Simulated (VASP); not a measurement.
# CsLiCr2Te2S3 (R32) in VASP: settings compared

The runs below take CsLiCr2Te2S3 through density of states, band structure, with PBE0, r2SCAN, PBE.

All numbers are computed with VASP 6.6.1; they aren't measurements. Logs are shortened: lines on timing, memory, paths and dates and some standing lists are left out, and cuts for length are marked.

## Step 1: Starting point

The structure is trigonal, space group R32 (No. 155). Conventional cell: a = 6.639 Å, b = 6.639 Å, c = 20.639 Å, α = 90.00°, β = 90.00°, γ = 120.00°. Cs (site symmetry 32) has 6 Te at 3.84 Å and 6 S at 4.04 Å and 2 Cr at 4.16 Å as nearest neighbours. Li (site symmetry 32) has 3 S at 2.41 Å as nearest neighbours. Cr (site symmetry 3) has 3 S at 2.24 Å and 1 Te at 2.45 Å as nearest neighbours. Te (site symmetry 3) is surrounded by 1 Cr at 2.45 Å. S (site symmetry 2) is surrounded by 2 Cr at 2.24 Å and 1 Li at 2.41 Å.

The cell was built by a generator and needn't be a form met in nature.

## Step 2: Density of states, PBE0, collinear spin, ferromagnetic start

Contents of POSCAR:

```
CsLiCr2Te2S3
1.0
    3.3192900000      1.9163900000      6.8798200000
   -3.3192900000      1.9163900000      6.8798200000
    0.0000000000     -3.8327900000      6.8798200000
Cs Li Cr Te S
1 1 2 2 3
Direct
    0.0000000000      0.0000000000      0.0000000000
    0.5000000000      0.5000000000      0.5000000000
    0.7984800000      0.7984800000      0.7984800000
    0.2015200000      0.2015200000      0.2015200000
    0.6799000000      0.6799000000      0.6799000000
    0.3201000000      0.3201000000      0.3201000000
    0.1362600000      0.8637400000      0.5000000000
    0.5000000000      0.1362600000      0.8637400000
    0.8637400000      0.5000000000      0.1362600000
```

Contents of INCAR.step1:

```
SYSTEM = CsLiCr2Te2S3
ALGO     = Normal         ! electronic algorithm
EDIFF    = 1E-5           ! SCF threshold, eV
ENCUT    = 520            ! plane-wave cutoff, eV
GGA      = PE             ! functional
ISIF     = 2              ! what is computed and relaxed
ISMEAR   = -1             ! smearing method
ISPIN    = 2              ! spin polarisation
LASPH    = .TRUE.         ! aspherical terms in the spheres
LCHARG   = .FALSE.        ! write CHGCAR
LMAXMIX  = 4              ! l up to which the mixer works
LREAL    = .FALSE.        ! projectors in reciprocal space
LWAVE    = .TRUE.         ! write WAVECAR
MAGMOM   = 0 0 3 3 0 0 0 0 0 ! initial moments
NBANDS   = 47             ! bands
NELM     = 100            ! most SCF steps
PREC     = Accurate       ! precision mode
SIGMA    = 0.05           ! smearing width, eV
```

Contents of INCAR.step2:

```
SYSTEM = CsLiCr2Te2S3
AEXX     = 0.25           ! exact-exchange fraction
ALGO     = Normal         ! electronic algorithm
EDIFF    = 1E-7           ! SCF threshold, eV
ENCUT    = 520            ! plane-wave cutoff, eV
GGA      = PE             ! functional
HFRCUT   = -1           
ISIF     = 2              ! what is computed and relaxed
ISMEAR   = -5             ! smearing method
ISPIN    = 2              ! spin polarisation
ISTART   = 1            
LASPH    = .TRUE.         ! aspherical terms in the spheres
LCHARG   = .FALSE.        ! write CHGCAR
LHFCALC  = .TRUE.         ! exact exchange
LMAXMIX  = 4              ! l up to which the mixer works
LORBIT   = 11             ! projections on sites
LREAL    = .FALSE.        ! projectors in reciprocal space
LWAVE    = .FALSE.        ! write WAVECAR
MAGMOM   = 0 0 3 3 0 0 0 0 0 ! initial moments
NBANDS   = 47             ! bands
NEDOS    = 2001           ! points of the DOS
NELM     = 100            ! most SCF steps
PREC     = Accurate       ! precision mode
PRECFOCK = Fast         
SIGMA    = 0.05           ! smearing width, eV
```

Contents of KPOINTS:

```
k-points
0
G
  3 3 3
  0 0 0
```

Potentials or basis: VASP PAW PBE potentials, release 64 (Cs_sv, Li_sv, Cr_pv, Te, S).

Started as:

```sh
cat potpaw_PBE.64/Cs_sv/POTCAR potpaw_PBE.64/Li_sv/POTCAR potpaw_PBE.64/Cr_pv/POTCAR potpaw_PBE.64/Te/POTCAR potpaw_PBE.64/S/POTCAR > POTCAR
cp INCAR.step1 INCAR
mpirun -np 8 vasp_std > vasp.out
cp INCAR.step2 INCAR
mpirun -np 8 vasp_std > vasp.out
```

OUTCAR:

```text
SYSTEM = CsLiCr2Te2S3
   AEXX = 0.25
   EDIFF = 1E-7
   ENCUT = 520
   GGA = PE
   ISIF = 2
   ISMEAR = -5
   ISPIN = 2
   ISTART = 1
   LASPH = .TRUE.
   LHFCALC = .TRUE.
   LORBIT = 11
   LREAL = .FALSE.
   NELM = 100
   PREC = Accurate
   PRECFOCK = Fast

 ion  position               nearest neighbor table
   1  0.000  0.000  0.000-
   2  0.500  0.500  0.500-   7 2.41   8 2.41   9 2.41
   3  0.798  0.798  0.798-   7 2.24   8 2.24   9 2.24   5 2.45
   4  0.202  0.202  0.202-   7 2.24   9 2.24   8 2.24   6 2.45
   5  0.680  0.680  0.680-   3 2.45
   6  0.320  0.320  0.320-   4 2.45
   7  0.136  0.864  0.500-   3 2.24   4 2.24   2 2.41
   8  0.500  0.136  0.864-   3 2.24   4 2.24   2 2.41
   9  0.864  0.500  0.136-   4 2.24   3 2.24   2 2.41

  LATTYP: Found a trigonal (rhomboedric) cell.
 ALAT       =     7.8754149077
 COS(alpha) =     0.6447177554

  Lattice vectors:

 A1 = (   3.3192900000,   1.9163900000,   6.8798200000)
 A2 = (  -3.3192900000,   1.9163900000,   6.8798200000)
 A3 = (   0.0000000000,  -3.8327900000,   6.8798200000)

Analysis of symmetry for initial positions (statically):
=====================================================================
 Subroutine PRICEL returns:
 Original cell was already a primitive cell.

 Routine SETGRP: Setting up the symmetry group for a
 trigonal (rhombohedral) supercell.

 Subroutine GETGRP returns: Found  6 space group operations
 (whereof  6 operations were pure point group operations)
 out of a pool of 12 trial point group operations.

The static configuration has the point symmetry D_3 .

Analysis of symmetry for dynamics (positions and initial velocities):
=====================================================================
 Subroutine PRICEL returns:
 Original cell was already a primitive cell.

 Routine SETGRP: Setting up the symmetry group for a
 trigonal (rhombohedral) supercell.

 Subroutine GETGRP returns: Found  6 space group operations
 (whereof  6 operations were pure point group operations)
 out of a pool of 12 trial point group operations.

The dynamic configuration has the point symmetry D_3 .

Analysis of structural, dynamic, and magnetic symmetry:
=====================================================================
 Subroutine PRICEL returns:
 Original cell was already a primitive cell.

 Routine SETGRP: Setting up the symmetry group for a
 trigonal (rhombohedral) supercell.

 Subroutine GETGRP returns: Found  6 space group operations
 (whereof  6 operations were pure point group operations)
 out of a pool of 12 trial point group operations.

The overall configuration has the point symmetry D_3 .

 Subroutine INISYM returns: Found  6 space group operations
 (whereof  6 operations are pure point group operations),
 and found     1 'primitive' translations

----------------------------------------------------------------------------------------

                                     Primitive cell

  volume of cell :     262.5779

  direct lattice vectors                    reciprocal lattice vectors
     3.319290000  1.916390000  6.879820000     0.150634624  0.086968924  0.048450922
    -3.319290000  1.916390000  6.879820000    -0.150634624  0.086968924  0.048450922
     0.000000000 -3.832790000  6.879820000     0.000000000 -0.173937849  0.048450796

  length of vectors
     7.875414908  7.875414908  7.875417603     0.180559894  0.180559894  0.180559837

  position of ions in fractional coordinates (direct lattice)
     0.000000000  0.000000000  0.000000000
     0.500000000  0.500000000  0.500000000
     0.798480000  0.798480000  0.798480000
     0.201520000  0.201520000  0.201520000
     0.679900000  0.679900000  0.679900000
     0.320100000  0.320100000  0.320100000
     0.136260000  0.863740000  0.500000000
     0.500000000  0.136260000  0.863740000
     0.863740000  0.500000000  0.136260000

  ion indices of the primitive-cell ions
   primitive index   ion index
                 1           1
                 2           2
                 3           3
                 4           4
[... 55 lines left out ...]
   LNONCOLLINEAR =      F non collinear calculations
   LSORBIT =      F    spin-orbit coupling
   LASPH  =      T    aspherical Exc in radial PAW
   ENCUT  =  520.0 eV  38.22 Ry    6.18 a.u.  14.64 14.64 14.64*2*pi/ulx,y,z
   NELM   =    100;   NELMIN=  2; NELMDL=  0     # of ELM steps
   EDIFF  = 0.1E-06   stopping-criterion for ELM
   LREAL  =      F    real-space projection
   EDIFFG = 0.1E-05   stopping-criterion for IOM
   NSW    =      0    number of steps for IOM
   IBRION =     -1    ionic relax: 0-MD 1-quasi-New 2-CG
   NFREE  =      0    steps in history (QN), initial steepest desc. (CG)
   ISIF   =      2    stress and relaxation
   ISYM   =      3    0-nonsym 1-usesym 2-fastsym
   POTIM  = 0.5000    time-step for ionic-motion
   TEBEG  =    0.0;   TEEND  =   0.0 temperature during run
   PSTRESS=    0.0 pullay stress
   NELECT =      66.0000    total number of electrons
   NUPDOWN=      -1.0000    fix difference up-down
   EMIN   =  10.00;   EMAX   =-10.00  energy-range for DOS
   EFERMI =   0.00;   METHOD = LEGACY
   ISMEAR =    -5;   SIGMA  =   0.05  broadening in eV -4-tet -1-fermi 0-gaus
   EFERMI_NEDOS =   21; number of points for ismear=-14 and -15
   IALGO  =     38    algorithm
   IMIX   =      1    mixing-type and parameters
     AMIX     =   0.40;   BMIX     =  1.00
     AMIX_MAG =   1.60;   BMIX_MAG =  1.00
  volume/ion in A,a.u.               =      29.18       196.88
  Fermi-wavevector in a.u.,A,eV,Ry     =   1.033166  1.952401 14.523292  1.067432
  Thomas-Fermi vector in A             =   2.167399
   LORBIT       =     11    0 simple, 1 ext, 2 COOP (PROOUT), +10 PAW based schemes
   GGA     = PE    functional components
   LHFCALC =     T    Hartree Fock is set to
   PRECFOCK=fast      Normal, Fast or Accurate (Low or Medium for compatibility)
   ENCUT4O =  -1.0   cutoff for four orbital integrals eV
   NKREDX  =     1    reduce k-point grid by
   NKREDY  =     1    reduce k-point grid by
   NKREDZ  =     1    reduce k-point grid by
   AEXX    =    0.2500 exact exchange contribution
   HFSCREEN=    0.0000 screening length (either q_TF or 0.3 A-1)
   HFSCREENC=   0.0000 screening length for correlation (either q_TF or 0.3 A-1)
   ENCUTFOCK=  -1.0 apply spherical cutoff to Coloumb kernel
   IVDW    =     0    specifies the selected vdW correction
   LEPSILON=     F    determine dielectric tensor
   LRPA    =     F    only Hartree local field effects (RPA)
 spin polarized calculation
 Fermi weights with tetrahedron method with Bloechl corrections
  energy-cutoff  :      520.00
  volume of cell :      262.58
 maximum number of plane-waves:      7153
 NGX is ok and might be reduce to    60
  NGX = 30; NGY = 30; NGZ = 30

 number of electron      66.0000002 magnetization       3.9999999

 Free energy of the ion-electron system (eV)
  ---------------------------------------------------
  ext. energy  EPLUGINS =         0.00000000
  ---------------------------------------------------
  free energy    TOTEN  =       -62.68732619 eV

  energy without entropy =      -62.68732619  energy(sigma->0) =      -62.68732619

 E-fermi :   2.1114     XC(G=0):  -6.6458

 val. band max:        2.1101175562   @ k =   0.3333   0.3333   0.0000
 cond. band min:       2.7831290691   @ k =   0.3333   0.3333   0.3333
 fundamental gap:      0.6730115129
 Fermi energy:         2.1114033933

 spin component 1

 k-point     1 :       0.0000    0.0000    0.0000
  band No.  band energies     occupation
      1     -47.0716      1.00000
      2     -46.2797      1.00000
      3     -46.2797      1.00000
      4     -46.2791      1.00000
      5     -46.2791      1.00000
      6     -46.2458      1.00000
[... 277 lines left out ...]
     44       8.9189      0.00000
     45       9.1992      0.00000
 Fermi energy:         2.1114033933

 spin component 2

 k-point     1 :       0.0000    0.0000    0.0000
  band No.  band energies     occupation
      1     -47.0631      1.00000
      2     -42.4856      1.00000
      3     -42.4854      1.00000
      4     -42.1122      1.00000
      5     -42.1122      1.00000
      6     -42.1071      1.00000
[... 277 lines left out ...]
     44       8.9925      0.00000
     45       9.2530      0.00000
 [bands above 45 left out]

------------------------ aborting loop because EDIFF is reached ----------------------------------------

  FORCE on cell =-STRESS in cart. coord.  units (eV):
  Direction    XX          YY          ZZ          XY          YZ          ZX
  --------------------------------------------------------------------------------------
  -------------------------------------------------------------------------------------
  Total        0.8846491      0.8846494      0.7661732      0.0000000     -0.0000004      0.0000000
  in kB        5.3978829      5.3978849      4.6749760      0.0000000     -0.0000023      0.0000000
  external PRESSURE =       5.1569146 kB  Pullay stress =       0.0000000 kB

 VOLUME and BASIS-vectors are now :
 -----------------------------------------------------------------------------
  energy-cutoff  :      520.00
  volume of cell :      262.58
      direct lattice vectors                 reciprocal lattice vectors
     3.319290000  1.916390000  6.879820000     0.150634624  0.086968924  0.048450922
    -3.319290000  1.916390000  6.879820000    -0.150634624  0.086968924  0.048450922
     0.000000000 -3.832790000  6.879820000     0.000000000 -0.173937849  0.048450796

 POSITION                                       TOTAL-FORCE (eV/Angst)
 -----------------------------------------------------------------------------------
      0.00000      0.00000      0.00000        -0.000000      0.000000      0.000000
      0.00000     -0.00001     10.31973        -0.000000      0.000000      0.000000
      0.00000     -0.00001     16.48020        -0.000000     -0.000000      0.089604
      0.00000     -0.00000      4.15926        -0.000000      0.000000     -0.089604
      0.00000     -0.00001     14.03277        -0.000000      0.000000     -0.258234
      0.00000     -0.00000      6.60669        -0.000000     -0.000000      0.258234
     -2.41472     -0.00001     10.31973         0.307789     -0.000000     -0.000000
      1.20736     -2.09121     10.31973        -0.153895      0.266553      0.000000
      1.20736      2.09120     10.31973        -0.153895     -0.266553      0.000000
 -----------------------------------------------------------------------------------
    total drift:                                0.000015      0.000001      0.000000

  FREE ENERGIE OF THE ION-ELECTRON SYSTEM (eV)
  ---------------------------------------------------
  free  energy   TOTEN  =       -62.6873261885 eV

  energy  without entropy=      -62.6873261885  energy(sigma->0) =      -62.68732619

 total charge

# of ion       s       p       d       tot
------------------------------------------
    1        2.130   4.730   0.032   6.891
    2        2.014   0.048   0.000   2.062
    3        0.375   6.303   4.108  10.786
    4        0.375   6.303   4.108  10.786
    5        1.349   2.124   0.020   3.493
    6        1.349   2.124   0.020   3.493
    7        1.321   2.452   0.000   3.774
    8        1.321   2.452   0.000   3.774
    9        1.321   2.452   0.000   3.774
--------------------------------------------------
tot         11.557  28.987   8.287  48.832

 magnetization (x)

# of ion       s       p       d       tot
------------------------------------------
    1       -0.001  -0.012  -0.003  -0.016
    2        0.001   0.002   0.000   0.003
    3        0.041   0.026   2.874   2.940
    4        0.041   0.026   2.874   2.940
    5       -0.015  -0.497   0.005  -0.507
    6       -0.015  -0.497   0.005  -0.507
    7       -0.010  -0.162   0.000  -0.172
    8       -0.010  -0.162   0.000  -0.172
    9       -0.010  -0.162   0.000  -0.172
--------------------------------------------------
tot          0.022  -1.441   5.755   4.336
```

Wall time 48 min (8 MPI ranks of Intel Xeon Platinum 8488C (Sapphire Rapids), shared host); peak memory 0.3 GiB.

Results:

```yaml
Free_energy: -62.6873 eV
Largest_force: 0.308 eV/Å
Band_gap_on_the_k_mesh: 0.67 eV, indirect (least direct gap 0.92 eV)
Net_moment: 4.00 μB per cell
Site_moments: Cs -0.02; Li +0.00; Cr +2.94; Te -0.51; S -0.17 μB
Valence_electrons_inside_the_program's_atomic_spheres: Cs 6.89; Li 2.06; Cr 10.79; Te 3.49; S 3.77
```

Forces on the atoms (eV/Å):
```
Cs   0.000  0.000  0.000
Li   0.000  0.000  0.000
Cr   0.000  0.000  0.090
Cr   0.000  0.000 -0.090
Te   0.000  0.000 -0.258
Te   0.000  0.000  0.258
S    0.308  0.000  0.000
S   -0.154  0.267  0.000
S   -0.154 -0.267  0.000
```

Levels at points of the mesh, in eV from the valence-band top:
Spin up:
```
           k point  band 31  band 32  band 33  band 34  band 35  band 36  band 37  band 38  band 39  band 40
(0.00, 0.00, 0.00)    -2.40    -0.86    -0.86    -0.33    -0.33     1.18     1.18     1.18     3.12     3.12
```
Spin down:
```tsv
k point	band 28	band 29	band 30	band 31	band 32	band 33	band 34	band 35
(0.00, 0.00, 0.00)	-2.24	-2.04	-0.45	-0.45	3.19	3.21	3.21	3.61
```

States per cell in windows of 1 eV (zero at the valence-band top; states under -8 eV left out):
```tsv
from (eV)	up	down	Cr3_d_up	Cr4_d_up	Cr3_d_down	Cr4_d_down	S7_p_up	S8_p_up
-8.0	0.00	0.00	0.00	0.00	0.00	0.00	0.00	0.00
-7.0	0.00	0.00	0.00	0.00	0.00	0.00	0.00	0.00
-6.0	1.68	0.76	0.21	0.21	0.01	0.01	0.17	0.17
-5.0	4.86	2.26	1.11	1.11	0.09	0.09	0.37	0.37
-4.0	4.14	4.36	0.87	0.87	0.20	0.20	0.21	0.21
-3.0	2.73	4.38	0.46	0.46	0.19	0.19	0.14	0.14
-2.0	3.10	1.85	0.46	0.46	0.05	0.05	0.14	0.14
-1.0	2.89	1.15	0.41	0.41	0.03	0.03	0.15	0.15
0.0	0.22	0.00	0.04	0.04	0.00	0.00	0.01	0.01
1.0	2.79	0.00	0.46	0.46	0.00	0.00	0.08	0.08
2.0	3.31	0.00	0.58	0.58	0.00	0.00	0.15	0.15
3.0	0.02	4.94	0.00	0.00	1.59	1.59	0.00	0.00
4.0	0.00	3.90	0.00	0.00	1.22	1.22	0.00	0.00
5.0	0.28	1.23	0.00	0.00	0.35	0.35	0.00	0.00
6.0	4.12	3.91	0.06	0.06	0.20	0.20	0.04	0.04
7.0	2.66	3.00	0.03	0.03	0.12	0.12	0.03	0.03
```

Caveat: the cutoff is under 1.25 times the usual one of these potentials, so pressure, stress and relaxed cells hold a basis-set (Pulay) error; the PAW data sets were made with another functional, which shifts forces and pressure a little; spin-orbit coupling is left out, which moves the levels of the heavy elements; an odd mesh through Γ misses points on the zone boundary, where band edges often lie; only a ferromagnetic start was run, and an antiferromagnetic order may lie lower in energy.

[end of part 1 of 2]
